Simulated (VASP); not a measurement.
# A VASP study of Al2Cu (r2SCAN): structure first, properties next, part 2 of 3

Wanted: the relaxed cell of Al2Cu and its properties. The start is a computed cell from the Materials Project.

VASP 6.6.1; r2SCAN; plane waves and PAW (Al, Cu).

Still holding for the runs below: This run has no spin polarisation. Its electron count is odd, so without a moment it is a metal by construction.

So far. Step 2 (Full relaxation (r2SCAN)): It ends with forces that vanish by symmetry and a pressure of 0.05 GPa.

### Step 3. Density, ELF and potential (r2SCAN)

A single point on the relaxed cell gives a clean self-consistent state, with density, ELF and potential written out.

The input, INCAR:

```
SYSTEM = Al2Cu
PREC = Accurate
ENCUT = 400
EDIFF = 1E-06
NELM = 100
ISMEAR = 1
SIGMA = 0.2
LREAL = .FALSE.
ALGO = Normal
METAGGA = R2SCAN
LASPH = .TRUE.
NBANDS = 14
LORBIT = 11
LWAVE = .FALSE.
LCHARG = .TRUE.
ISIF = 2
LELF = .TRUE.
LVHAR = .TRUE.
```

The input, POSCAR:

```
Al2Cu
1.0
    0.0000000000      2.8626087500      2.8626087500
    2.8626087500      0.0000000000      2.8626087500
    2.8626087500      2.8626087500      0.0000000000
Al Cu
2 1
Direct
    0.2500000000      0.2500000000      0.2500000000
    0.7500000000      0.7500000000      0.7500000000
    0.5000000000      0.5000000000      0.5000000000
```

The input, KPOINTS:

```
Automatic mesh
0
Gamma
7 7 7
0 0 0
```

The projector-augmented-wave data sets are Al and Cu (PBE family, release 64).

The cell reached was symmetrised within 0.01 Å before this step, which raises the operations from 16 to 48, which the run then keeps.

Started as:

```console
$ mpirun -np 2 vasp_std
```

The log of the run:

```text
[banner, memory and clock lines left out]
running    2 mpi-ranks, on    1 nodes
 distrk:  each k-point on    2 cores,    1 groups
 distr:  one band on    1 cores,    2 groups

 POSCAR found type information on POSCAR AlCu
 POSCAR found :  2 types and       3 ions
 [... a notice as in an earlier step ...]

 LDA part: xc-table for (None), standard interpolation
 POSCAR, INCAR and KPOINTS ok, starting setup
 FFT: planning ... GRIDC
 FFT: planning ... GRID_SOFT
 FFT: planning ... GRID
 WAVECAR not read
 entering main loop
       N       E                     dE             d eps       ncg     rms          rms(c)
DAV:   1     0.469788302849E+02    0.46979E+02   -0.61301E+03   560   0.109E+03
DAV:   2    -0.266014993331E+02   -0.73580E+02   -0.66418E+02   578   0.206E+02
DAV:   3    -0.289721857910E+02   -0.23707E+01   -0.23131E+01   748   0.469E+01
DAV:   4    -0.290146747008E+02   -0.42489E-01   -0.42469E-01   660   0.522E+00
DAV:   5    -0.290167378850E+02   -0.20632E-02   -0.20631E-02   876   0.127E+00    0.143E+01
DAV:   6    -0.284117963869E+02    0.60494E+00   -0.42094E+01   650   0.227E+02    0.114E+01
DAV:   7    -0.249684753666E+02    0.34433E+01   -0.91027E+00   710   0.864E+01    0.219E+00
DAV:   8    -0.249713937707E+02   -0.29184E-02   -0.13834E+00   834   0.348E+01    0.241E+00
DAV:   9    -0.249084676084E+02    0.62926E-01   -0.20374E-01   768   0.146E+01    0.704E-01
DAV:  10    -0.249128174606E+02   -0.43499E-02   -0.91563E-03   894   0.184E+00    0.624E-01
DAV:  11    -0.249076851089E+02    0.51324E-02   -0.73202E-03   758   0.311E+00    0.245E-01
DAV:  12    -0.249070927155E+02    0.59239E-03   -0.23900E-03   862   0.144E+00    0.263E-02
DAV:  13    -0.249071009267E+02   -0.82112E-05   -0.11932E-04   886   0.150E-01    0.200E-02
DAV:  14    -0.249070978627E+02    0.30640E-05   -0.37824E-06   578   0.555E-02    0.189E-03
DAV:  15    -0.249070980438E+02   -0.18105E-06   -0.14817E-07   364   0.109E-02
   1 F= -.24907098E+02 E0= -.24907034E+02  d E =-.192470E-03
```

Wall time 15 s (2 MPI ranks of Intel Xeon 6975P-C (Granite Rapids), shared host); peak memory 0.25 GiB; 28 s of CPU time.

From OUTCAR (step 3):

```text
  LATTYP: Found a face centered cubic cell.
 ALAT       =     5.7252175000

 Subroutine GETGRP returns: Found 48 space group operations
 (whereof 48 operations were pure point group operations)

The static configuration has the point symmetry O_h .

 Found     20 irreducible k-points:

   k-points           NKPTS =     20   k-points in BZ     NKDIM =     20   number of bands    NBANDS=     14

   NELECT =      17.0000    total number of electrons

 E-fermi :   7.0273

 k-point     1 :       0.0000    0.0000    0.0000
  band No.  band energies     occupation
    ...
      2       2.3226      2.00000
      3       2.3227      2.00000
      4       2.3227      2.00000
      5       2.8918      2.00000
      6       2.8918      2.00000
      7      10.1338     -0.00000
      8      10.1339     -0.00000
      9      10.1339     -0.00000
     10      10.2384     -0.00000
     11      10.2384     -0.00000
    ...

 k-point     2 :       0.1429    0.0000    0.0000
  band No.  band energies     occupation
    ...
      2       2.2293      2.00000
      3       2.3656      2.00000
      4       2.3657      2.00000
      5       2.8828      2.00000
      6       2.8829      2.00000
      7       7.1643      0.09118
      8       9.0360     -0.00000
      9       9.0360     -0.00000
     10      11.2343      0.00000
     11      11.4385      0.00000
    ...

  Total        0.0723583      0.0723583      0.0723583      0.0000000     -0.0000000      0.0000000
  in kB        2.4710583      2.4710583      2.4710583      0.0000000     -0.0000000      0.0000000
  external PRESSURE =       2.4710583 kB  Pullay stress =       0.0000000 kB

  energy-cutoff  :      400.00
  volume of cell :       46.92
      direct lattice vectors                 reciprocal lattice vectors
     0.000000000  2.862608750  2.862608750    -0.174665853  0.174665853  0.174665853
     2.862608750  0.000000000  2.862608750     0.174665853 -0.174665853  0.174665853
     2.862608750  2.862608750  0.000000000     0.174665853  0.174665853 -0.174665853

 POSITION                                       TOTAL-FORCE (eV/Angst)
 -----------------------------------------------------------------------------------
      1.43130      1.43130      1.43130        -0.000000     -0.000000     -0.000000
      4.29391      4.29391      4.29391         0.000000      0.000000      0.000000
      2.86261      2.86261      2.86261        -0.000000     -0.000000     -0.000000
 -----------------------------------------------------------------------------------
    total drift:                                0.000000      0.000000      0.000000

  FREE ENERGIE OF THE ION-ELECTRON SYSTEM (eV)
  ---------------------------------------------------
  free  energy   TOTEN  =       -24.9070980438 eV

  energy  without entropy=      -24.9069055735  energy(sigma->0) =      -24.90703389

 total charge
# of ion       s       p       d       tot
------------------------------------------
    1        0.405   0.393   0.000   0.798
    2        0.405   0.393   0.000   0.798
    3        0.561   0.628   9.085  10.274
--------------------------------------------------
tot          1.371   1.415   9.085  11.871

[... 2 parts as in an earlier step ...]

[... 7 further parts left out ...]
```

The k-mesh is coarse for a metal.

This step gave:

* SCF cycles: 15
* irreducible k-points: 20
* symmetry operations: 48
* free energy (TOTEN): -24.91 eV
* energy at zero smearing: -24.91 eV
* Fermi energy: 7.027 eV
* pressure: 0.2471 GPa

Valence electrons inside each PAW sphere by angular momentum. Sphere charges, by row:

| atom | s (e) | p (e) | d (e) | tot (e) |
| --- | --- | --- | --- | --- |
| Al1 | 0.405 | 0.393 | 0 | 0.798 |
| Al2 | 0.405 | 0.393 | 0 | 0.798 |
| Cu3 | 0.561 | 0.628 | 9.085 | 10.27 |

ELF in the ac plane of the cell as run, not the conventional one, at fractional y = 0.250, with atoms of Al within 0.2 Å of it. It is the smooth field of the valence electrons, not physical close to the nuclei.

Ten even steps from '0' (0.01) to '9' (0.66), each cell a mean:
```
24679999764211
23567888764321
23455555555432
34454434344544
55665433334566
76777533333577
86679854334589
85358975333589
94004898544589
84001489754579
85000057765567
76200036764456
56654456654334
45788988753222
```
Columns run along a (4.0 Å), rows up along c (4.0 Å). Atoms in or near the plane, at fractional coordinates: Al at (0.25, 0.25).

Valence density in the ac plane of the cell as run, not the conventional one, at fractional y = 0.250, with atoms of Al within 0.2 Å of it. It is the smooth field of the valence electrons, not physical close to the nuclei.

Values in e/Å³, 14 rows by 14 columns, each cell a mean:
```
0.08 0.10 0.13 0.18 0.23 0.26 0.26 0.23 0.18 0.14 0.10 0.08 0.07 0.07
0.07 0.09 0.12 0.16 0.22 0.26 0.28 0.26 0.21 0.16 0.11 0.09 0.07 0.07
0.08 0.09 0.11 0.14 0.21 0.27 0.33 0.33 0.27 0.21 0.15 0.11 0.09 0.08
0.09 0.10 0.12 0.15 0.20 0.28 0.39 0.43 0.37 0.29 0.19 0.15 0.11 0.10
0.12 0.12 0.14 0.16 0.21 0.28 0.45 0.59 0.58 0.44 0.29 0.21 0.16 0.14
0.16 0.15 0.16 0.18 0.22 0.27 0.42 0.62 0.74 0.58 0.37 0.27 0.21 0.18
0.20 0.18 0.17 0.19 0.23 0.26 0.34 0.46 0.62 0.59 0.43 0.33 0.26 0.23
0.22 0.17 0.15 0.17 0.22 0.26 0.29 0.34 0.42 0.45 0.39 0.33 0.28 0.26
0.22 0.16 0.08 0.08 0.15 0.22 0.26 0.26 0.27 0.28 0.28 0.27 0.26 0.26
0.22 0.16 0.06 0.03 0.07 0.15 0.22 0.23 0.22 0.21 0.20 0.21 0.22 0.23
0.19 0.17 0.08 0.03 0.03 0.08 0.17 0.19 0.18 0.16 0.15 0.14 0.16 0.18
0.16 0.17 0.13 0.08 0.06 0.08 0.15 0.17 0.16 0.14 0.12 0.11 0.12 0.13
0.12 0.15 0.17 0.17 0.16 0.16 0.17 0.18 0.15 0.12 0.10 0.09 0.09 0.10
0.10 0.12 0.16 0.19 0.22 0.22 0.22 0.20 0.16 0.12 0.09 0.08 0.07 0.08
```
Columns run along a (4.0 Å), rows up along c (4.0 Å). Atoms in or near the plane, at fractional coordinates: Al at (0.25, 0.25).

Electrostatic potential energy in the ac plane of the cell as run, not the conventional one, at fractional y = 0.250, with atoms of Al within 0.2 Å of it. With pseudopotentials it is smooth inside the atoms' cores, unlike the true potential.

Values in eV, 14 rows by 14 columns, each cell a mean:
```
  3   2   1   0  -3  -4  -4  -3   0   1   2   3   3   3
  3   3   2   2   0  -1  -2  -1   1   2   3   3   3   3
  3   3   3   2   1   0  -1  -1   0   1   2   3   3   3
  2   2   3   2   1   0  -4  -6  -3   0   1   2   3   2
  1   1   1   2   1  -1  -7 -13 -13  -7   0   1   2   1
 -2  -3  -2  -1   0   0  -5 -13 -17 -13  -3   0   1   0
 -6  -9 -10  -7  -3  -1  -2  -6 -13 -13  -6  -1  -1  -3
-11 -22 -30 -25 -11  -5  -2  -2  -5  -7  -4  -1  -2  -4
-16 -39 -65 -64 -43 -19  -5  -1   0  -1   0   0  -1  -4
-13 -39 -75 -75 -69 -43 -11  -3   0   1   1   1   0  -3
 -7 -23 -63 -75 -75 -64 -25  -7  -1   2   2   2   2   0
 -3 -10 -37 -63 -75 -65 -30 -10  -2   1   3   3   2   1
  1  -2 -10 -23 -39 -39 -22  -9  -3   1   2   3   3   2
  2   1  -3  -7 -13 -16 -11  -6  -2   1   2   3   3   3
```
Columns run along a (4.0 Å; values clipped at the 3rd and 97th percentile), rows up along c (4.0 Å). Atoms in or near the plane, at fractional coordinates: Al at (0.25, 0.25).

The pressure is 0.25 GPa and the largest force 0.000 eV/Å.

### Step 4. Band structure (r2SCAN)

Levels along the symmetry lines show where the bands peak and cross; KPOINTS_OPT computes them in the converged potential.

The input, INCAR:

```
SYSTEM = Al2Cu
PREC = Accurate
ENCUT = 400
EDIFF = 1E-06
NELM = 100
ISMEAR = 1
SIGMA = 0.2
LREAL = .FALSE.
ALGO = Normal
METAGGA = R2SCAN
LASPH = .TRUE.
NBANDS = 21
LORBIT = 11
LWAVE = .FALSE.
LCHARG = .FALSE.
KPAR = 2
```

POSCAR is that of step 3.

KPOINTS is that of step 3.

The input, KPOINTS_OPT:

```
Line mode
16
Line-mode
Reciprocal
  0.00000000   0.00000000   0.00000000 GAMMA
  0.50000000   0.00000000   0.50000000 X

  0.50000000   0.00000000   0.50000000 X
  0.50000000   0.25000000   0.75000000 W

  0.50000000   0.25000000   0.75000000 W
  0.37500000   0.37500000   0.75000000 K

  0.37500000   0.37500000   0.75000000 K
  0.00000000   0.00000000   0.00000000 GAMMA

  0.00000000   0.00000000   0.00000000 GAMMA
  0.50000000   0.50000000   0.50000000 L

  0.50000000   0.50000000   0.50000000 L
  0.62500000   0.25000000   0.62500000 U

  0.62500000   0.25000000   0.62500000 U
  0.50000000   0.25000000   0.75000000 W

  0.50000000   0.25000000   0.75000000 W
  0.50000000   0.50000000   0.50000000 L

  0.50000000   0.50000000   0.50000000 L
  0.37500000   0.37500000   0.75000000 K

  0.62500000   0.25000000   0.62500000 U
  0.50000000   0.00000000   0.50000000 X
```

Started as:

```console
$ mpirun -np 2 vasp_std
```

The log of the run:

```text
[banner, memory and clock lines left out]
running    2 mpi-ranks, on    1 nodes
 distrk:  each k-point on    1 cores,    2 groups
 distr:  one band on    1 cores,    1 groups

 POSCAR found type information on POSCAR AlCu
 POSCAR found :  2 types and       3 ions
 [... a notice as in an earlier step ...]

 LDA part: xc-table for (None), standard interpolation
 POSCAR, INCAR and KPOINTS ok, starting setup
 FFT: planning ... GRIDC
 FFT: planning ... GRID_SOFT
 FFT: planning ... GRID
 WAVECAR not read
 entering main loop
       N       E                     dE             d eps       ncg     rms          rms(c)
DAV:   1     0.531319852174E+02    0.53132E+02   -0.57871E+03   858   0.751E+02
DAV:   2    -0.243786133788E+02   -0.77511E+02   -0.65935E+02   910   0.169E+02
DAV:   3    -0.289262561409E+02   -0.45476E+01   -0.43447E+01  1028   0.443E+01
DAV:   4    -0.290128962687E+02   -0.86640E-01   -0.86565E-01  1033   0.517E+00
DAV:   5    -0.290167048215E+02   -0.38086E-02   -0.38084E-02  1224   0.126E+00    0.143E+01
DAV:   6    -0.284723138627E+02    0.54439E+00   -0.28520E+01   970   0.152E+02    0.113E+01
DAV:   7    -0.249727804759E+02    0.34995E+01   -0.62886E+00  1127   0.569E+01    0.228E+00
DAV:   8    -0.250247137317E+02   -0.51933E-01   -0.10520E+00  1152   0.266E+01    0.299E+00
DAV:   9    -0.249057653796E+02    0.11895E+00   -0.29381E-01  1121   0.147E+01    0.522E-01
DAV:  10    -0.249127976778E+02   -0.70323E-02   -0.15227E-02  1312   0.259E+00    0.539E-01
DAV:  11    -0.249071945325E+02    0.56031E-02   -0.79068E-03  1086   0.261E+00    0.145E-01
DAV:  12    -0.249071113034E+02    0.83229E-04   -0.76478E-04  1335   0.376E-01    0.297E-02
DAV:  13    -0.249071004437E+02    0.10860E-04   -0.33062E-05  1353   0.125E-01    0.116E-02
DAV:  14    -0.249070985640E+02    0.18797E-05   -0.16674E-06   848   0.196E-02    0.796E-04
DAV:  15    -0.249070983724E+02    0.19162E-06   -0.43694E-07   541   0.549E-03
   1 F= -.24907098E+02 E0= -.24907034E+02  d E =-.192260E-03
 Start KPOINTS_OPT (optional k-point list driver)
k-point batch [1-20\160]
       N       E                     dE             ncg
DAV:   1     0.261890650143E+04   -0.39400E+04      866
DAV:   2     0.108502267017E+04   -0.15339E+04      910
DAV:   3     0.986267017230E+03   -0.98756E+02     1041
DAV:   4     0.984108738201E+03   -0.21583E+01     1064
DAV:   5     0.984019094236E+03   -0.89644E-01     1159
DAV:   6     0.984016599565E+03   -0.24947E-02     1118
DAV:   7     0.984016520176E+03   -0.79389E-04     1185
DAV:   8     0.984016519883E+03   -0.29288E-06      753
[...]
k-point batch [141-160\160]
       N       E                     dE             ncg
DAV:   1     0.242563844842E+04   -0.84202E+04      845
DAV:   2     0.922590548325E+03   -0.15030E+04      860
DAV:   3     0.829605350744E+03   -0.92985E+02     1132
DAV:   4     0.827879936093E+03   -0.17254E+01     1057
DAV:   5     0.827803251693E+03   -0.76684E-01     1209
DAV:   6     0.827801686436E+03   -0.15653E-02     1118
DAV:   7     0.827801655004E+03   -0.31431E-04     1241
DAV:   8     0.827801654867E+03   -0.13772E-06      833
```

Elapsed: 65 s, on 2 MPI ranks; peak memory 0.32 GiB; 2.1 min of CPU time.

From OUTCAR (step 4):

```text
The static configuration has the point symmetry O_h .

 Found     20 irreducible k-points:

   k-points           NKPTS =     20   k-points in BZ     NKDIM =     20   number of bands    NBANDS=     21

   NELECT =      17.0000    total number of electrons

 E-fermi :   7.0274

 k-point     1 :       0.0000    0.0000    0.0000
  band No.  band energies     occupation
    ...
      2       2.3231      2.00000
      3       2.3231      2.00000
      4       2.3231      2.00000
      5       2.8923      2.00000
      6       2.8923      2.00000
      7      10.1339     -0.00000
      8      10.1340     -0.00000
      9      10.1340     -0.00000
     10      10.2385     -0.00000
     11      10.2385     -0.00000
    ...

 k-point     2 :       0.1429    0.0000    0.0000
  band No.  band energies     occupation
    ...
      2       2.2297      2.00000
      3       2.3660      2.00000
      4       2.3661      2.00000
      5       2.8833      2.00000
      6       2.8833      2.00000
      7       7.1644      0.09104
      8       9.0360     -0.00000
      9       9.0361     -0.00000
     10      11.2344      0.00000
     11      11.4385      0.00000
    ...

  Total        0.0412775      0.0412775      0.0412775     -0.0000000     -0.0000000      0.0000000
  in kB        1.4096394      1.4096394      1.4096394     -0.0000000     -0.0000000      0.0000000
  external PRESSURE =       1.4096394 kB  Pullay stress =       0.0000000 kB

 POSITION                                       TOTAL-FORCE (eV/Angst)
 -----------------------------------------------------------------------------------
      1.43130      1.43130      1.43130        -0.000000     -0.000000     -0.000000
      4.29391      4.29391      4.29391         0.000000      0.000000      0.000000
      2.86261      2.86261      2.86261         0.000000      0.000000     -0.000000
 -----------------------------------------------------------------------------------
    total drift:                                0.000000      0.000000      0.000000

  FREE ENERGIE OF THE ION-ELECTRON SYSTEM (eV)
  ---------------------------------------------------
  free  energy   TOTEN  =       -24.9070983724 eV

  energy  without entropy=      -24.9069061120  energy(sigma->0) =      -24.90703429

[... 8 parts as in an earlier step ...]

[... 5 further parts left out ...]
```

Numbers from this step:

* bands: 21
* pressure: 0.1410 GPa

Electronic bands along the path, in eV, zero at the Fermi level; # counts the bands kept:

| point | #6 | #7 | #8 | #9 | #10 | #11 | #12 | #13 |
| --- | --- | --- | --- | --- | --- | --- | --- | --- |
| Γ | -4.14 | 3.11 | 3.11 | 3.11 | 3.21 | 3.21 | 3.21 | 5.25 |
| 0.53 of the way | -4.04 | -0.79 | -0.70 | -0.70 | 1.29 | 2.76 | 8.35 | 8.35 |
| X | -3.96 | -3.85 | -2.07 | -2.07 | 0.66 | 1.84 | 9.57 | 11.62 |
| 0.53 of the way | -4.04 | -3.93 | -2.91 | -2.37 | 2.17 | 3.25 | 7.31 | 9.12 |
| W | -3.93 | -3.67 | -3.67 | -2.50 | 4.58 | 4.58 | 5.57 | 6.21 |
| 0.47 of the way | -4.00 | -3.84 | -3.36 | -2.13 | 2.86 | 5.05 | 5.95 | 7.54 |
| K | -4.11 | -3.87 | -3.26 | -1.36 | 1.54 | 4.87 | 7.03 | 9.52 |
| 0.53 of the way | -4.08 | -1.55 | -1.36 | 1.79 | 3.97 | 3.98 | 5.56 | 5.64 |
| Γ | -4.14 | 3.11 | 3.11 | 3.11 | 3.21 | 3.21 | 3.21 | 5.25 |
| 0.53 of the way | -4.14 | -2.27 | 1.29 | 1.29 | 4.05 | 4.05 | 4.21 | 6.15 |
| L | -4.06 | -4.06 | 0.69 | 0.69 | 3.21 | 3.21 | 4.40 | 5.11 |
| 0.47 of the way | -4.08 | -3.98 | -1.47 | -0.23 | 2.36 | 4.64 | 6.25 | 7.43 |
| U | -4.11 | -3.87 | -3.26 | -1.36 | 1.54 | 4.87 | 7.03 | 9.52 |
| 0.53 of the way | -4.00 | -3.84 | -3.36 | -2.13 | 2.86 | 5.05 | 5.95 | 7.54 |
| W | -3.93 | -3.67 | -3.67 | -2.50 | 4.58 | 4.58 | 5.57 | 6.21 |
| 0.53 of the way | -4.05 | -3.98 | -1.74 | -0.82 | 3.21 | 3.85 | 7.21 | 7.68 |
| L | -4.06 | -4.06 | 0.69 | 0.69 | 3.21 | 3.21 | 4.40 | 5.11 |
| 0.53 of the way | -4.09 | -3.96 | -1.86 | -0.40 | 2.22 | 4.97 | 6.64 | 7.39 |
| K | -4.11 | -3.87 | -3.26 | -1.36 | 1.54 | 4.87 | 7.03 | 9.52 |
| jump to U | -4.11 | -3.87 | -3.26 | -1.36 | 1.54 | 4.87 | 7.03 | 9.52 |
| 0.47 of the way | -4.05 | -4.02 | -2.79 | -1.85 | 1.15 | 2.80 | 8.39 | 10.88 |
| X | -3.96 | -3.85 | -2.07 | -2.07 | 0.66 | 1.84 | 9.57 | 11.62 |

Of the projections kept (Al, Cu), the largest for each band there; the rest of the weight can lie on other orbitals:

| point | #6 | #7 | #8 | #9 | #10 | #11 | #12 | #13 |
| --- | --- | --- | --- | --- | --- | --- | --- | --- |
| Γ | Cu 1.00 | Cu 0.94 | Cu 0.94 | Cu 0.94 | Al 0.58 | Al 0.58 | Al 0.58 | Al 1.00 |
| X | Cu 1.00 | Cu 0.98 | Al 0.57 | Al 0.57 | Cu 0.53 | Cu 0.94 | - | Al 0.82 |
| W | Cu 0.99 | Cu 0.90 | Cu 0.90 | Cu 0.83 | Al 0.68 | Al 0.68 | Cu 0.94 | Cu 0.70 |
| K | Cu 0.99 | Cu 0.96 | Cu 0.90 | Cu 0.53 | Cu 0.55 | Cu 0.62 | Al 0.76 | Cu 0.96 |
| Γ | Cu 1.00 | Cu 0.94 | Cu 0.94 | Cu 0.94 | Al 0.58 | Al 0.58 | Al 0.58 | Al 1.00 |
| L | Cu 1.00 | Cu 1.00 | Cu 0.55 | Cu 0.55 | Al 0.53 | Al 0.53 | Cu 0.55 | Al 0.98 |

There is no gap at this level.

Of the bands kept, 3 cross the Fermi level on this path.

(Continued in part 3 of 3.)

[Lines on the potential files, build, host, timing and source positions are cut from VASP's logs without a mark.]

[Logs are printed without paths, hosts, clocks, repeated set-up lines and the standing remarks that a program may print on its own settings, such as how far it seeks lower states.]

[Hosts, paths, dates, database ids (printed as entryN), source tags and the programs' standing remarks are cut or masked in the printed files.]

[A measured line is paired with the nearest computed mode of its activity, which favours agreement.]
